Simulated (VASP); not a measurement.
Calculation: rev-vdW-DF2, VASP's PBE PAW potentials (set 64) (plane waves; VASP).

VASP ran on this input.

INCAR:
```
! general
SYSTEM    =  SiC
PREC      =  Accurate
ENCUT     =  520
LREAL     =  F   ! projection in real space or not
LASPH     =  T   ! aspherical one-centre terms

! electronic loop
EDIFF     =  1E-7   ! SCF stop (eV)
NELM      =  100
ALGO      =  Normal   ! blocked Davidson

! smearing
ISMEAR    =  0   ! Gaussian
SIGMA     =  0.05

! functional
GGA       =  MK
LUSE_VDW  =  T
AGGAC     =  0.0
PARAM1    =  0.1234568
PARAM2    =  0.7114
ZAB_VDW   =  -1.8867

! ions
IBRION    =  2   ! conjugate gradients
NSW       =  30   ! most ionic steps
ISIF      =  4   ! ions and shape, fixed volume
EDIFFG    =  -0.01

! output
LWAVE     =  F
LCHARG    =  F
```

File KPOINTS:
```
Automatic mesh
0
Gamma
8 8 5
0 0 0
```

POSCAR:
```
SiC
1.0
  1.5734244549  -2.7252508479   0.0000000000
  1.5734244549   2.7252508479   0.0000000000
  0.0000000000   0.0000000000   5.1673372979
Si C
2 2
Cart
  1.5734244549  -0.9084187661   2.5819393375
  1.5734244549   0.9084187661   5.1656079865
  1.5734244549  -0.9084187661   4.5231494471
  1.5734244549   0.9084187661   1.9394807981
```

POTCAR, in this order: Si C (PBE.64 set). Program: vasp_std.

Output

### OUTCAR
```
 ion  position               nearest neighbor table
   1  0.667  0.333  0.500-   4 1.93   4 1.93   4 1.93   3 1.94
   2  0.333  0.667  1.000-   3 1.93   3 1.93   3 1.93   4 1.94
   3  0.667  0.333  0.875-   2 1.93   2 1.93   2 1.93   1 1.94
   4  0.333  0.667  0.375-   1 1.93   1 1.93   1 1.93   2 1.94
  LATTYP: Found a hexagonal cell.
 ALAT       =     3.1468486934
 C/A-ratio  =     1.6420672874
 Subroutine PRICEL returns:
 Original cell was already a primitive cell.
 Subroutine GETGRP returns: Found 12 space group operations
The static configuration has the point symmetry C_3v.
 The point group associated with its full space group is C_6v.
The dynamic configuration has the point symmetry C_3v.
 Subroutine INISYM returns: Found 12 space group operations
 Subroutine IBZKPT returns following result:
 Found     30 irreducible k-points:

 Following reciprocal coordinates:
            Coordinates               Weight
  0.000000  0.000000  0.000000      1.000000
  0.125000 -0.000000  0.000000      6.000000
  0.250000 -0.000000  0.000000      6.000000
  0.375000  0.000000  0.000000      6.000000
  0.500000 -0.000000  0.000000      3.000000
...
```

File OSZICAR:
```
       N       E                     dE             d eps       ncg     rms          rms(c)
DAV:   1     0.394641598328E+02    0.39464E+02   -0.74405E+03   720   0.119E+03
DAV:   2    -0.267023004483E+02   -0.66166E+02   -0.61339E+02  1052   0.184E+02
DAV:   3    -0.297711125675E+02   -0.30688E+01   -0.30551E+01   940   0.413E+01
DAV:   4    -0.298098547357E+02   -0.38742E-01   -0.38708E-01   916   0.538E+00
DAV:   5    -0.298106133257E+02   -0.75859E-03   -0.75842E-03   928   0.726E-01    0.113E+01
DAV:   6    -0.264145026064E+02    0.33961E+01   -0.10887E+01   884   0.206E+01    0.485E+00
DAV:   7    -0.263731238486E+02    0.41379E-01   -0.83325E-01   936   0.607E+00    0.228E+00
DAV:   8    -0.263579080782E+02    0.15216E-01   -0.47931E-02   872   0.166E+00    0.523E-01
DAV:   9    -0.263567785700E+02    0.11295E-02   -0.66499E-03   912   0.621E-01    0.136E-01
DAV:  10    -0.263569497708E+02   -0.17120E-03   -0.95533E-04   892   0.213E-01    0.560E-02
DAV:  11    -0.263569490149E+02    0.75592E-06   -0.12219E-04   864   0.860E-02    0.201E-02
DAV:  12    -0.263569509001E+02   -0.18853E-05   -0.46492E-06   888   0.184E-02    0.659E-03
DAV:  13    -0.263569512967E+02   -0.39653E-06   -0.26398E-07   792   0.372E-03    0.764E-04
DAV:  14    -0.263569514653E+02   -0.16866E-06   -0.13688E-07   552   0.243E-03    0.724E-04
DAV:  15    -0.263569514896E+02   -0.24304E-07   -0.18303E-08   528   0.111E-03
   1 F= -.26356951E+02 E0= -.26356951E+02  d E =-.263570E+02
       N       E                     dE             d eps       ncg     rms          rms(c)
DAV:   1    -0.263570150874E+02   -0.63622E-04   -0.46834E-03   892   0.571E-01    0.430E-02
DAV:   2    -0.263569816993E+02    0.33388E-04   -0.16318E-04   904   0.112E-01    0.225E-02
DAV:   3    -0.263569599097E+02    0.21790E-04   -0.40859E-05   924   0.544E-02    0.423E-03
DAV:   4    -0.263569603177E+02   -0.40804E-06   -0.66959E-06   884   0.182E-02    0.280E-03
DAV:   5    -0.263569602498E+02    0.67924E-07   -0.11477E-07   584   0.332E-03
   2 F= -.26356960E+02 E0= -.26356960E+02  d E =-.876013E-05
       N       E                     dE             d eps       ncg     rms          rms(c)
DAV:   1    -0.263569878430E+02   -0.27525E-04   -0.93541E-04   892   0.255E-01    0.193E-02
DAV:   2    -0.263569812673E+02    0.65758E-05   -0.32311E-05   904   0.498E-02    0.101E-02
DAV:   3    -0.263569767023E+02    0.45650E-05   -0.81902E-06   924   0.243E-02    0.190E-03
DAV:   4    -0.263569767177E+02   -0.15412E-07   -0.13422E-06   880   0.813E-03    0.125E-03
DAV:   5    -0.263569767114E+02    0.63310E-08   -0.23145E-08   500   0.149E-03
   3 F= -.26356977E+02 E0= -.26356977E+02  d E =-.252218E-04
```

OUTCAR:
```
------------------------ aborting loop because EDIFF is reached ----------------------------------------
  FORCE on cell =-STRESS in cart. coord.  units (eV):
  Direction    XX          YY          ZZ          XY          YZ          ZX
  --------------------------------------------------------------------------------------
  Total       -3.0948169     -3.0948163     -3.0899924     -0.0000000      0.0000000      0.0000000
  in kB     -111.8913085   -111.8912889   -111.7168830     -0.0000000      0.0000000      0.0000000
  external PRESSURE =    -111.8331601 kB  Pullay stress =       0.0000000 kB
  volume of cell :       44.31
      direct lattice vectors                 reciprocal lattice vectors
     1.573084765 -2.724662498  0.000000000     0.317846826 -0.183508967  0.000000000
     1.573084765  2.724662498  0.000000000     0.317846826  0.183508967  0.000000000
     0.000000000  0.000000000  5.169569175     0.000000000  0.000000000  0.193439717
  FREE ENERGIE OF THE ION-ELECTRON SYSTEM (eV)
  ---------------------------------------------------
  free  energy   TOTEN  =       -26.3569767114 eV

  energy  without entropy=      -26.3569767114  energy(sigma->0) =      -26.35697671

 reached required accuracy - stopping structural energy minimisation
```
(Selected blocks of OUTCAR.)

### CONTCAR
```
SiC
   1.00000000000000
     1.5730847649994468   -2.7246624981943550    0.0000000000000000
     1.5730847649994468    2.7246624981943550    0.0000000000000000
     0.0000000000000000    0.0000000000000000    5.1695691754428585
  Si              C
     2     2
Direct
     0.6666669999999968    0.3333330000000032    0.4996193581650348
     0.3333330000000032    0.6666669999999968    0.9996193581650349
     0.6666669999999968    0.3333330000000032    0.8753806418349651
     0.3333330000000032    0.6666669999999968    0.3753806418349652
```

The compound is SiC in the wurtzite structure, the rare 2H polytype. This cell is one point of a volume scan, at 1.06 of the reference volume. Symmetry was kept, so distortions that lower it aren't found.
